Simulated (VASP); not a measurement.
Output of a VASP run:

**OSZICAR**
```
       N       E                     dE             d eps       ncg     rms          rms(c)
DAV:   1     0.120647485160E+03    0.12065E+03   -0.95267E+03  2288   0.156E+03
DAV:   2     0.328325359262E+02   -0.87815E+02   -0.81949E+02  3189   0.380E+02
DAV:   3     0.281093528570E+02   -0.47232E+01   -0.46203E+01  3185   0.692E+01
DAV:   4     0.279952298433E+02   -0.11412E+00   -0.11295E+00  3542   0.103E+01
DAV:   5     0.279929040244E+02   -0.23258E-02   -0.23073E-02  3223   0.101E+00    0.559E+01
DAV:   6     0.140667161971E+02   -0.13926E+02   -0.20078E+01  2365   0.522E+01    0.345E+01
DAV:   7     0.154865120031E+02    0.14198E+01   -0.33123E+00  2667   0.212E+01    0.171E+01
DAV:   8     0.148510784923E+02   -0.63543E+00   -0.36223E+00  2327   0.212E+01    0.345E+00
DAV:   9     0.135542322893E+02   -0.12968E+01   -0.53513E-01  2312   0.105E+01    0.343E+00
DAV:  10     0.142465088414E+02    0.69228E+00   -0.15676E+00  2411   0.138E+01    0.794E+00
DAV:  11     0.138890949749E+02   -0.35741E+00   -0.18823E-01  2449   0.731E+00    0.714E+00
DAV:  12     0.134886208525E+02   -0.40047E+00   -0.60202E-01  2657   0.730E+00    0.126E+00
DAV:  13     0.134562190818E+02   -0.32402E-01   -0.35612E-02  2369   0.238E+00    0.314E-01
DAV:  14     0.134522133094E+02   -0.40058E-02   -0.17713E-03  2911   0.532E-01    0.346E-01
DAV:  15     0.134523595924E+02    0.14628E-03   -0.77095E-05  2539   0.106E-01    0.317E-01
DAV:  16     0.134525246106E+02    0.16502E-03   -0.92194E-04  2739   0.204E-01    0.984E-02
DAV:  17     0.134524657668E+02   -0.58844E-04   -0.58073E-05  2471   0.905E-02    0.464E-02
DAV:  18     0.134524698795E+02    0.41127E-05   -0.21512E-05  2828   0.354E-02    0.212E-02
DAV:  19     0.134524702334E+02    0.35393E-06   -0.33933E-06  2606   0.185E-02    0.131E-02
DAV:  20     0.134524704748E+02    0.24136E-06   -0.51717E-07  2414   0.944E-03    0.284E-03
DAV:  21     0.134524700277E+02   -0.44703E-06   -0.17060E-07  1839   0.418E-03    0.185E-03
DAV:  22     0.134524702105E+02    0.18275E-06   -0.27604E-08  1255   0.192E-03    0.892E-04
DAV:  23     0.134524702077E+02   -0.27353E-08   -0.33926E-08  1252   0.164E-03
   1 F= 0.13452470E+02 E0= 0.13452696E+02  d E =-.678636E-03
```

OUTCAR:
```
------------------------ aborting loop because EDIFF is reached ----------------------------------------
  FORCE on cell =-STRESS in cart. coord.  units (eV):
  Direction    XX          YY          ZZ          XY          YZ          ZX
  --------------------------------------------------------------------------------------
  Total       -1.1564272     -1.1564272     -1.1564272     -0.0000000      0.0000000      0.0000000
  in kB      -78.3949121    -78.3949121    -78.3949121     -0.0000000      0.0000000      0.0000000
  external PRESSURE =     -78.3949121 kB  Pullay stress =       0.0000000 kB
  volume of cell :       23.63
      direct lattice vectors                 reciprocal lattice vectors
     0.000000000  2.277737513  2.277737513    -0.219516076  0.219516076  0.219516076
     2.277737513  0.000000000  2.277737513     0.219516076 -0.219516076  0.219516076
     2.277737513  2.277737513  0.000000000     0.219516076  0.219516076 -0.219516076
 POSITION                                       TOTAL-FORCE (eV/Angst)
 -----------------------------------------------------------------------------------
      0.00000      0.00000      0.00000         0.000000      0.000000      0.000000
      2.27774      2.27774      2.27774        -0.000000     -0.000000     -0.000000
 -----------------------------------------------------------------------------------
    total drift:                                0.000000     -0.000000     -0.000000
  FREE ENERGIE OF THE ION-ELECTRON SYSTEM (eV)
  ---------------------------------------------------
  free  energy   TOTEN  =        13.4524702077 eV

  energy  without entropy=       13.4531488441  energy(sigma->0) =       13.45269642
```
(Selected blocks of OUTCAR.)

**POSCAR**
```
HfN
1
    0.0000000000     2.2777375128     2.2777375128
    2.2777375128     0.0000000000     2.2777375128
    2.2777375128     2.2777375128     0.0000000000
Hf N
1 1
Direct
  0.0000000000   0.0000000000   0.0000000000
  0.5000000000   0.5000000000   0.5000000000
```

### Question
Reconstruct the remaining input files.

### Answer
Several could match; the one computed here: the input of the run itself, revTPSS meta-GGA, plane waves, VASP's PBE PAW potentials (set 64).

**INCAR**
```
! general
SYSTEM   =  HfN
PREC     =  Accurate
ENCUT    =  520   ! plane-wave cut-off (eV)
LREAL    =  .False.
LASPH    =  .True.   ! aspherical one-centre terms

! electronic loop
EDIFF    =  1E-7   ! SCF stop (eV)
NELM     =  100   ! most electronic steps
ALGO     =  Normal
LMAXMIX  =  6   ! l cut-off of mixed one-centre charges
LMIXTAU  =  .True.

! smearing
ISMEAR   =  1   ! Methfessel-Paxton
SIGMA    =  0.1   ! width (eV)

! functional
METAGGA  =  RTPSS

! ions
ISIF     =  2

! output
LWAVE    =  .False.
LCHARG   =  .False.
```

File KPOINTS:
```
Automatic mesh
0
Gamma
14 14 14
0 0 0
```

POTCAR, in this order: Hf_pv N (PBE.64 set). Program: vasp_std.

The compound is HfN in the rock salt structure. This cell is one point of a volume scan, at 1.03 of the reference volume. The electron count is odd and the run is not spin-polarised, which forces a metal.
